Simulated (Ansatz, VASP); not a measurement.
# Cross-check of Al2NiO4 (Al2NiO4 (Imma)) between VASP and Ansatz

One calculation is typed for both programs; each brings its own data sets. How far apart do they land? The cell is taken from a series of runs on this material, whose earlier steps may have relaxed, scaled, displaced or heated it; both programs get it as it stands.

Program: Ansatz 0.2.0. Level of theory: plane waves, with VASP 6.6.1 beside it; relaxation of cell and atoms at PBEsol. Results are calculated unless marked as measured.

## Step 1: The structure

The structure is orthorhombic, space group Imma (No. 74). Conventional cell: a = 5.614 Å, b = 5.728 Å, c = 8.048 Å, α = 90.00°, β = 90.00°, γ = 90.00°. Nearest to Al lie 4 O at 1.78 to 1.81 Å. Nearest to Al lie 6 O at 1.88 to 1.94 Å. Nearest to Ni lie 6 O at 2.02 to 2.05 Å. O has 2 Al at 1.78 to 1.88 Å and 2 Ni at 2.02 Å nearest. Nearest to O lie 3 Al at 1.81 to 1.94 Å and 1 Ni at 2.05 Å. Farther neighbours and most contacts between anions are not listed.

## Step 2: Ansatz: relaxation of cell and atoms, PBEsol

Ansatz runs on its PAW soft_1 files.

The relaxed volume is the usual yardstick between codes: in a stiff, nearly cubic crystal its relative difference is about their pressure difference at one cell divided by the bulk modulus.

input.yaml

```yaml
crystal:
  lattice:
    - [-2.8071163, 2.863932, 4.0241479]
    - [2.8071163, -2.863932, 4.0241479]
    - [2.8071163, 2.863932, -4.0241479]
  atoms:
    - { symbol: Al, position: [0.88232017, 0.13232017, 0.75] }
    - { symbol: Al, position: [0.11767983, 0.86767983, 0.25] }
    - { symbol: Al, position: [0.5, 0.5, 0.0] }
    - { symbol: Al, position: [0.0, 0.5, 0.5] }
    - { symbol: Ni, position: [0.5, 0.0, 0.0], spin: 1.5 }
    - { symbol: Ni, position: [0.5, 0.5, 0.5], spin: 1.5 }
    - { symbol: O, position: [0.26315299, 0.26594131, 0.99721168] }
    - { symbol: O, position: [0.76872963, 0.26594131, 0.50278832] }
    - { symbol: O, position: [0.23127037, 0.73405869, 0.49721168] }
    - { symbol: O, position: [0.73684701, 0.73405869, 0.00278832] }
    - { symbol: O, position: [0.75400128, 0.73833413, 0.48433285] }
    - { symbol: O, position: [0.75400128, 0.26966843, 0.01566715] }
    - { symbol: O, position: [0.24599872, 0.73033157, 0.98433285] }
    - { symbol: O, position: [0.24599872, 0.26166587, 0.51566715] }
magnetization:
  spin_polarized: true
basis:
  ecutwfc: 420
  xc_grid: 2
hamiltonian:
  xc: pbesol
  pseudopotentials: { kind: paw, azcp: { folder: soft_1 }, xc_functional: pbe }
kpoints:
  mp_grid: { grid: [7, 7, 7] }
scf:
  occupations: { method: fermi_dirac, width: 0.01 }
  max_iter: 150
output:
  forces: true
  stress: true
relax:
  f_tol: 0.01
  max_steps: 60
  cell: {}
checkpoint:
  write: "../pbesol.run"
  compress: false
  write_wavefunctions: false
  write_every: 100000
```

Launch:

```sh
> ansatz run input.yaml --threads 4 --pin off --max-ram 6594MiB --backend cpu --events-out ev --progress --plain --runs-dir out
```

Numbers of over 12 decimals in the logs are rounded to 6 here.

What it wrote:

```text
Engine: ansatz 0.2.0, aarch64-unknown-linux-gnu
Pseudopotentials: kind: paw
Pseudopotential: Al, paw, valence charge 3, recommended cutoff 420 eV (normal), soft_1/Al.paw.azcp
Pseudopotential: Ni, paw, valence charge 18, recommended cutoff 420 eV (normal), soft_1/Ni.paw.azcp
Pseudopotential: O, paw, valence charge 6, recommended cutoff 420 eV (normal), soft_1/O.paw.azcp
Functional definition: PBEsol
  exchange = pbesol_x
  correlation = pbesol_c
Crystal: 14 atoms, lattice volume = 129.407 Å³
Basis set: ecut = 420 eV, 2565 PW (Γ), exchange–correlation on 80×80×80 points (8 copies of the dense FFT grid, shifted against one another)
Bands: 64, of which v1, the nominal top of the filled ones, is band 48 counted from 1 (47 counted from 0)
Symmetry: 8 space group operations
Space group: Imma (ITA 74), of the structure as read, at distance tolerance 5.1e-5 Å
Magnetic group: BNS 74.554 (UNI 652), of the structure as read, at distance tolerance 5.1e-5 Å
k-points: 64 of 343
Non-local potential: Al, projectors of the file, l = 0: 2, l = 1: 2, l = 2: 1
Non-local potential: Ni, projectors of the file, l = 0: 3, l = 1: 2, l = 2: 3, l = 3: 1
Non-local potential: O, projectors of the file, l = 0: 2, l = 1: 2, l = 2: 1
PAW form: soft (Blöchl's): semilocal exchange-correlation on the pseudo side does not see the compensation charge
PAW frozen core: Al, regenerated for the run's functional, and the local potential with it (the file was generated under x = pbe(κ = 0.804, μ = 0.219515), c = pbe(β = 0.066725))
PAW frozen core: Ni, regenerated for the run's functional, and the local potential with it (the file was generated under x = pbe(κ = 0.804, μ = 0.219515), c = pbe(β = 0.066725))
PAW frozen core: O, regenerated for the run's functional, and the local potential with it (the file was generated under x = pbe(κ = 0.804, μ = 0.219515), c = pbe(β = 0.066725))
PAW one-centre angular grid: Al, 110 points (default); XC on 64 Gauss nodes
PAW one-centre angular grid: Ni, 590 points (default); XC on 64 Gauss nodes
PAW one-centre angular grid: O, 110 points (default); XC on 64 Gauss nodes
Initial density: superposition of atomic densities (chi_scale 0.1, normalization cell, long waves kept (reshape's long-wave potential 0.21 eV rms))
Starting moments: Σ|m| = 3 μB on 2 of 14 sites
Initial wavefunctions: pseudopotential atomic-orbital guess
Functional: x = pbesol(κ = 0.804, μ = 0.123457), c = pbesol(β = 0.046)
SCF iter   1: F=—  HF=-18213.320040 eV  |F-HF|=—  |Δ(HF+E_count)|=         —  Δρ=1.46e-1 (↑1.02e-1 ↓1.46e-1)  dr2=6.67e1  dr2_m=1.20e0  M=3.459 μB ∫|m|=3.465 μB  β_m=0.30  ethr=3.10e-3  ⟨swp⟩=6.2  Hψ=32568  notcnv=0  defer=203
Mixer restart at iter 1: flushing history
preconditioner: auto → Kerker (q_TF=auto, 2.596 Å⁻¹)  [metal: Δε(μ)=0.000 eV  Ē_g=15.142 eV  σ=0.010 eV  W_gap=0.01  n_scr=42 (ndim 8)  ℏωp=29.2 eV  f_vac=0.000  D(μ)=7.18/eV (n_scr^D=64)]
spin=Collinear: Kerker preconditioning applied to the charge; magnetization (m = ρ↑ − ρ↓) channel mixes plain (no charge-response kernel on spin).
SCF iter   2: F=—  HF=-18210.424916 eV  |F-HF|=—  |Δ(HF+E_count)|=    2.90e0  Δρ=5.20e-2 (↑5.20e-2 ↓4.14e-2)  dr2=1.45e1  dr2_m=5.54e-1  M=3.999 μB ∫|m|=4.030 μB  β_m=0.36  ethr=3.10e-3  ⟨swp⟩=3.4  Hψ=19220  notcnv=0  defer=1203
preconditioner: auto → Resta (q_TF=auto, 2.596 Å⁻¹)  ε∞=4.8  [insulator: Δε(μ)=0.054 eV  Ē_g=14.911 eV  σ=0.010 eV  W_gap=0.86  n_scr=42 (ndim 8)  ℏωp=29.2 eV  f_vac=0.000  D(μ)=0.05/eV (n_scr^D=0)  ε∞_Penn≈4.8]
spin=Collinear: Resta preconditioning applied to the charge; magnetization (m = ρ↑ − ρ↓) channel mixes plain (no charge-response kernel on spin).
SCF iter   3: F=—  HF=-18208.608844 eV  |F-HF|=—  |Δ(HF+E_count)|=    1.82e0  Δρ=2.67e-2 (↑2.67e-2 ↓2.59e-2)  dr2=4.86e0  dr2_m=2.31e-1  M=4.000 μB ∫|m|=4.076 μB  β_m=0.54  ethr=3.10e-3  ⟨swp⟩=2.6  Hψ=13045  notcnv=0  defer=1307
SCF iter   4: F=—  HF=-18207.373501 eV  |F-HF|=—  |Δ(HF+E_count)|=    1.24e0  Δρ=2.16e-2 (↑8.97e-3 ↓2.16e-2)  dr2=5.54e-1  dr2_m=6.58e-2  M=4.000 μB ∫|m|=4.167 μB  β_m=0.75  ethr=3.10e-3  ⟨swp⟩=2.7  Hψ=13540  notcnv=0  defer=1324
SCF iter   5: F=—  HF=-18207.611562 eV  |F-HF|=—  |Δ(HF+E_count)|=   2.38e-1  Δρ=1.52e-2 (↑5.41e-3 ↓1.52e-2)  dr2=2.98e-1  dr2_m=3.73e-2  M=4.000 μB ∫|m|=4.172 μB  β_m=0.80  ethr=5.77e-4  ⟨swp⟩=3.0  Hψ=15813  notcnv=0  defer=1333
SCF iter   6: F=—  HF=-18207.564762 eV  |F-HF|=—  |Δ(HF+E_count)|=         —  Δρ=2.95e-3 (↑2.95e-3 ↓2.10e-3)  dr2=4.23e-3  dr2_m=6.17e-3  M=4.000 μB ∫|m|=4.162 μB  β_m=0.80  ethr=3.11e-4  ⟨swp⟩=3.1  Hψ=13950  notcnv=0  defer=1334
Mixer restart at iter 6: flushing history
SCF iter   7: F=—  HF=-18207.568671 eV  |F-HF|=—  |Δ(HF+E_count)|=   3.91e-3  Δρ=1.30e-3 (↑1.30e-3 ↓5.46e-4)  dr2=1.94e-3  dr2_m=3.20e-4  M=4.000 μB ∫|m|=4.164 μB  β_m=0.90  ethr=4.41e-6  ⟨swp⟩=2.0  Hψ=14209  notcnv=0  defer=1334
[...]
SCF 4 converged in 8 iterations: F = -18207.574240 eV  dr2 = 1.57e-12
relax step   4: F+E_penalty+E_count = -18207.57424043 eV  Δ(F+E_penalty+E_count) = -7.911e-4 eV  max|allowed force component| = 9.477e-3 eV/Å  Δτ_max = 0.0000 Å  P = +0.007 GPa  Ω = 129.649 Å³  stress off target by 6.36e-2 GPa  SCF on the basis re-selected at this cell (its energy is not comparable with the rows above)  (8 SCF iters)
[...]
relax step   5: F+E_penalty+E_count = -18207.57424277 eV  Δ(F+E_penalty+E_count) = -2.346e-6 eV  max|allowed force component| = 3.660e-3 eV/Å  Δτ_max = 0.0003 Å  P = -0.002 GPa  Ω = 129.653 Å³  energy of the carried Pulay correction = -1.474e-5 eV  (4 SCF iters, dr2 threshold 1.01e-8 eV, accepted)
[...]
relax step   6: F+E_penalty+E_count = -18207.57424434 eV  Δ(F+E_penalty+E_count) = -1.565e-6 eV  max|allowed force component| = 3.659e-3 eV/Å  Δτ_max = 0.0000 Å  P = -0.002 GPa  Ω = 129.653 Å³  stress off target by 1.85e-2 GPa  SCF on the basis re-selected at this cell (its energy is not comparable with the rows above)  (5 SCF iters)
basis re-selected at this cell: Δ(F+E_penalty+E_count) = -1.565e-6 eV, ΔP = -0.000 GPa vs the last step (what re-selecting the basis moved, of the pressure what is left beyond the Pulay correction that the steps carried, after the strain that the cell walked since its last selection, with what the two solves' SCF thresholds leave and, on support functions, any second-order correction that the steps lacked; it is no m [...]
SCF converged after 5 iterations
Magnetization: 4.0000 μB (50.0000 up, 46.0000 down)
Absolute magnetization: 4.1565 μB (∫|ρ↑−ρ↓|, with the PAW one-centre terms)
Spin contamination: 0.0053 ħ² per cell (⟨S²⟩ above its minimum at these occupations)
Per-site moments (μB) at R_I (Å): [(0.0032469, 0.736832), (0.0032469, 0.736832), (-0.00172014, 0.778884), (-0.00172014, 0.778884), (1.528817, 0.831682), (1.528817, 0.831682), (0.127066, 0.736832), (0.127066, 0.736832), (0.127066, 0.736832), (0.127066, 0.736832), (0.061964, 0.749528), (0.061964, 0.749528), (0.061964, 0.749528), (0.061964, 0.749528)]
Free energy (F): -18207.574244 eV
Harris-Foulkes:  -18207.574244 eV  (|F-HF|=2.91e-11)
Internal energy: -18207.574244 eV  (E = F + TS)
E sigma→0 (E₀):  -18207.574244 eV
Fermi energy:    10.799270 eV
--- Per-component energies (eV) ---
  E_band       = -758.264471
  E_kinetic    = 2133.445702
  E_local      = -11717.083509  (includes V_loc(G=0)·N_el)
  E_nonlocal   = 240.125894
  E_hartree    = 5642.146989
  E_xc         = -943.766556
  E_vxc        = -1139.772107  (∫ρ·V_xc dr)
  E_paw        = -6332.435209  (= ΣΔE_a)
  E_vpaw       = -1559.283384  (= ΣTr[D̂ρ^β])
  E_aug_tail   = 0.008235  (compensation charges beyond the density's cutoff)
  E_ewald      = -7230.769227
  E_core_change = 0.753438  (= ΣΔE_core)
  E_smearing   = -0.000000  (= −TS)
  E_closure    = 0.000000  (closes the sum)
  Σ components = -18207.574244   (vs F -18207.574244, Δ=0.00e0)
--- Forces (eV/Å), atoms counted from 1 ---
  atom   1  Al    -0.00000000     0.00000000    -0.00256055
  atom   2  Al     0.00000000     0.00000000     0.00256055
  atom   3  Al     0.00000000     0.00000000     0.00000000
  atom   4  Al     0.00000000     0.00000000    -0.00000000
  atom   5  Ni    -0.00000000     0.00000000    -0.00000000
  atom   6  Ni    -0.00000000     0.00000000     0.00000000
  atom   7  O     -0.00000000     0.00224708    -0.00075489
  atom   8  O      0.00000000    -0.00224708    -0.00075489
  atom   9  O     -0.00000000     0.00224708     0.00075489
  atom  10  O      0.00000000    -0.00224708     0.00075489
  atom  11  O     -0.00026803     0.00000000     0.00365864
  atom  12  O      0.00026803     0.00000000     0.00365864
  atom  13  O     -0.00026803     0.00000000    -0.00365864
  atom  14  O      0.00026803     0.00000000    -0.00365864
  max |Σ_I F_I| component: 3.90e-18 eV/Å
--- Stress (GPa, compression-positive) ---
       -0.009865       0.000000       0.000000
        0.000000      -0.014074      -0.000000
        0.000000      -0.000000       0.018493
  P = ⅓ Tr σ = -0.0018 GPa (-0.018 kbar)
--- Relaxed structure (4 steps of the walk, 4 accepted, 2 SCFs on fresh bases) ---
  F+E_penalty+E_count = -18207.57424434 eV   max|allowed force component| = 3.659e-3 eV/Å   (the final SCF, on the basis selected at the relaxed cell)
  cell:  # Å, volume = 129.6532 Å³
    - [-2.806040, 2.866547, 4.029679]
    - [2.806040, -2.866547, 4.029679]
    - [2.806040, 2.866547, -4.029679]
  atoms:
    - { symbol: Al, position: [0.881931, 0.131931, 0.750000] }
    - { symbol: Al, position: [0.118069, 0.868069, 0.25] }
    - { symbol: Al, position: [0.5, 0.5, 0] }
    - { symbol: Al, position: [0, 0.500000, 0.500000] }
    - { symbol: Ni, position: [0.5, 2.7755575615628914e-17, 0.0] }
    - { symbol: Ni, position: [0.5, 0.5, 0.500000] }
    - { symbol: O, position: [0.264122, 0.265716, 0.998406] }
    - { symbol: O, position: [0.767310, 0.265716, 0.501594] }
    - { symbol: O, position: [0.232690, 0.734284, 0.498406] }
    - { symbol: O, position: [0.735878, 0.734284, 0.00159399] }
    - { symbol: O, position: [0.753121, 0.737393, 0.484272] }
    - { symbol: O, position: [0.753121, 0.268849, 0.015728] }
    - { symbol: O, position: [0.246879, 0.731151, 0.984272] }
    - { symbol: O, position: [0.246879, 0.262607, 0.515728] }
```

Reading the cycles: dr2 is the Hartree energy of the density residual (eV), the measure of convergence; HF is the Harris–Foulkes estimate of the energy, which meets the free energy F at convergence.

[end of part 1 of 2]

[Lines on the potential files, build, host, timing and source positions are cut from VASP's logs without a mark.]

[Logs are printed without paths, hosts, clocks, repeated set-up lines and the standing remarks that a program may print on its own settings, such as how far it seeks lower states.]

[Hosts, paths, dates, database ids (printed as entryN), source tags and the programs' standing remarks are cut or masked in the printed files.]
